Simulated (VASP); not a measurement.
Calculation: PBE GGA with D3 dispersion (Becke-Johnson damping), VASP's PBE PAW potentials (set 64) (plane waves; VASP).

VASP input:

**KPOINTS**
```
Automatic mesh
0
Gamma
8 8 8
0 0 0
```

File POSCAR:
```
Ni3Si
1.0
  3.4665628982   0.0000000000   0.0000000000
  0.0000000000   3.4665628982   0.0000000000
  0.0000000000   0.0000000000   3.4665628982
Si Ni
1 3
Cart
  0.0000000000   0.0000000000   0.0000000000
  0.0000000000   1.7332814491   1.7332814491
  1.7332814491   0.0000000000   1.7332814491
  1.7332814491   1.7332814491   0.0000000000
```

**INCAR**
```
# general
SYSTEM =Ni3Si
PREC   =Accurate
ENCUT  =520
LREAL  =F
LASPH  =T

# electronic loop
EDIFF  =1E-6
NELM   =100
ALGO   =Normal
LMAXMIX=4

# smearing
ISMEAR =1
SIGMA  =0.1

# functional
GGA    =PE
IVDW   =12

# ions
IBRION =2
NSW    =60
ISIF   =3
EDIFFG =-0.02

# output
LWAVE  =F
LCHARG =F
```

POTCAR, in this order: Si Ni (PBE.64 set). Program: vasp_std.

The run wrote:

OSZICAR:
```
       N       E                     dE             d eps       ncg     rms          rms(c)
DAV:   1     0.201827240657E+03    0.20183E+03   -0.15873E+04  1470   0.219E+03
DAV:   2    -0.163240249114E+02   -0.21815E+03   -0.21015E+03  1470   0.373E+02
DAV:   3    -0.271587017138E+02   -0.10835E+02   -0.10464E+02  1605   0.110E+02
DAV:   4    -0.274069414340E+02   -0.24824E+00   -0.24753E+00  1690   0.150E+01
DAV:   5    -0.274158401390E+02   -0.88987E-02   -0.88956E-02  1800   0.269E+00    0.203E+01
DAV:   6    -0.269445172241E+02    0.47132E+00   -0.54209E+01  1693   0.121E+02    0.163E+01
DAV:   7    -0.237178966320E+02    0.32266E+01   -0.15768E+01  1618   0.665E+01    0.441E+00
DAV:   8    -0.236637752909E+02    0.54121E-01   -0.65207E-01  1543   0.661E+00    0.146E+00
DAV:   9    -0.236466637535E+02    0.17112E-01   -0.32174E-02  2013   0.258E+00    0.570E-01
DAV:  10    -0.236444474590E+02    0.22163E-02   -0.32674E-03  1873   0.458E-01    0.218E-01
DAV:  11    -0.236441520136E+02    0.29545E-03   -0.63155E-04  2272   0.307E-01    0.537E-02
DAV:  12    -0.236441402126E+02    0.11801E-04   -0.92845E-05  1655   0.116E-01    0.150E-02
DAV:  13    -0.236441395994E+02    0.61322E-06   -0.67605E-06  1579   0.186E-02
   1 F= -.25690723E+02 E0= -.25691183E+02  d E =-.256907E+02
```

OUTCAR:
```
------------------------ aborting loop because EDIFF is reached ----------------------------------------
 Edisp (eV)   -2.04658
  FORCE on cell =-STRESS in cart. coord.  units (eV):
  Direction    XX          YY          ZZ          XY          YZ          ZX
  --------------------------------------------------------------------------------------
  Total      -0.07831    -0.07831    -0.07831    -0.00000     0.00000     0.00000
  in kB      -3.01195    -3.01195    -3.01195    -0.00000     0.00000     0.00000
  external pressure =       -3.01 kB  Pullay stress =        0.00 kB
  volume of cell :       41.66
      direct lattice vectors                 reciprocal lattice vectors
     3.466562898  0.000000000  0.000000000     0.288470173  0.000000000  0.000000000
     0.000000000  3.466562898  0.000000000     0.000000000  0.288470173  0.000000000
     0.000000000  0.000000000  3.466562898     0.000000000  0.000000000  0.288470173
 POSITION                                       TOTAL-FORCE (eV/Angst)
 -----------------------------------------------------------------------------------
      0.00000      0.00000      0.00000         0.000000      0.000000      0.000000
      0.00000      1.73328      1.73328         0.000000      0.000000      0.000000
      1.73328      0.00000      1.73328         0.000000      0.000000      0.000000
      1.73328      1.73328      0.00000         0.000000      0.000000      0.000000
 -----------------------------------------------------------------------------------
    total drift:                                0.000000      0.000000      0.000000
  FREE ENERGIE OF THE ION-ELECTRON SYSTEM (eV)
  ---------------------------------------------------
  free  energy   TOTEN  =       -25.6907227251 eV

  energy  without entropy=      -25.6921035677  energy(sigma->0) =      -25.69118301

 reached required accuracy - stopping structural energy minimisation
```
(Selected blocks of OUTCAR.)

File OUTCAR:
```
 val. band max:       11.1161652891   @ k =   0.1250   0.1250   0.0000

 cond. band min:      11.1884327927   @ k =   0.5000   0.3750   0.3750


 Fermi energy:        11.1557740988

 k-point     1 :       0.0000    0.0000    0.0000
  band No.  band energies     occupation
      1      -1.0256      2.00000
      2       6.0852      2.00000
      3       6.9166      2.00000
      4       6.9166      2.00000
      5       7.4611      2.00000
      6       7.4611      2.00000
      7       7.4611      2.00000
      8       9.5482      2.00000
      9       9.5482      2.00000
     10       9.5482      2.00000
     11      10.2477      2.00000
     12      10.2477      2.00000
     13      10.2477      2.00000
     14      10.5231      2.00000
     15      10.5231      2.00000
     16      10.8640      2.00029
     17      11.2117      0.19832
     18      11.2117      0.19832
     19      11.2117      0.19832
     20      16.3238      0.00000
     21      17.6617      0.00000

 k-point     2 :       0.1250    0.0000    0.0000
  band No.  band energies     occupation
      1      -0.8380      2.00000
      2       6.1036      2.00000
      3       6.6722      2.00000
      4       7.0502      2.00000
      5       7.4460      2.00000
      6       7.4460      2.00000
      7       7.5163      2.00000
      8       9.2367      2.00000
      9       9.2367      2.00000
     10       9.4870      2.00000
     11       9.7508      2.00000
     12      10.3574      2.00000
     13      10.3574      2.00000
     14      10.5152      2.00000
     15      10.5259      2.00000
     16      10.7852      2.00000
     17      11.2119      0.19643
     18      11.5829     -0.00000
     19      11.5829     -0.00000
     20      16.6375      0.00000
     21      17.6134      0.00000

 k-point     3 :       0.2500    0.0000    0.0000
  band No.  band energies     occupation
      1      -0.2938      2.00000
      2       5.3760      2.00000
      3       6.6388      2.00000
...
```

The compound is Ni3Si in the L1_2 structure. It was relaxed first. The start is the result of an earlier pass. The run is not spin-polarised, so no magnetic state was tried.
